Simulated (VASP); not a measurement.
Method: PBE GGA with D3 dispersion (Becke-Johnson damping), VASP's PBE PAW potentials (set 64) (plane waves; VASP 6.6.1).

VASP input:

### KPOINTS
```
Automatic mesh
0
Gamma
12 12 7
0 0 0
```

File POSCAR:
```
Tl
1
    1.7276616725    -2.9923978996     0.0000000000
    1.7276616725     2.9923978996     0.0000000000
    0.0000000000     0.0000000000     5.5355888098
Tl
2
Direct
  0.3333330000   0.6666670000   0.2500000000
  0.6666670000   0.3333330000   0.7500000000
```

**INCAR**
```
SYSTEM = Tl
PREC = Accurate
ENCUT = 520
EDIFF = 1E-7
NELM = 100
ALGO = Normal
LREAL = .FALSE.
LASPH = .TRUE.
ISMEAR = 1
SIGMA = 0.1
GGA = PE
IVDW = 12
LMAXMIX = 4
LWAVE = .FALSE.
LCHARG = .FALSE.
ISIF = 4
IBRION = 2
NSW = 30
EDIFFG = -0.01
```

POTCAR, in this order: Tl_d (PBE.64 set). Program: vasp_std.

Unless said otherwise, spin-orbit coupling is left out, though it shifts the bands of the heavy elements here.

Q: Estimate the energy per atom (σ→0), dispersion energy, band gap (on the k-mesh).

A: 
energy per atom (σ→0): -2.544 eV/atom
dispersion energy: -0.685 eV
band gap (on the k-mesh): none (metal, semimetal or under 0.01 eV)

OSZICAR:
```
...
DAV:   1    -0.445137996046E+01   -0.50542E-01   -0.22159E+00  2676   0.116E+01    0.976E-01
DAV:   2    -0.441942901044E+01    0.31951E-01   -0.20160E-02  2660   0.149E+00    0.594E-01
DAV:   3    -0.440261534727E+01    0.16814E-01   -0.32014E-02  2711   0.180E+00    0.705E-02
DAV:   4    -0.440267066937E+01   -0.55322E-04   -0.17850E-03  2652   0.401E-01    0.356E-02
DAV:   5    -0.440267881745E+01   -0.81481E-05   -0.23670E-05  3082   0.535E-02    0.107E-02
DAV:   6    -0.440267408458E+01    0.47329E-05   -0.89650E-06  2711   0.341E-02    0.106E-03
DAV:   7    -0.440267412303E+01   -0.38450E-07   -0.42910E-07  2664   0.572E-03
   5 F= -.50876720E+01 E0= -.50876685E+01  d E =-.683911E-02
```

The compound is Tl in the hcp structure. This cell is one point of a volume scan, at 0.97 of the reference volume. Symmetry was kept, so distortions that lower it aren't found.
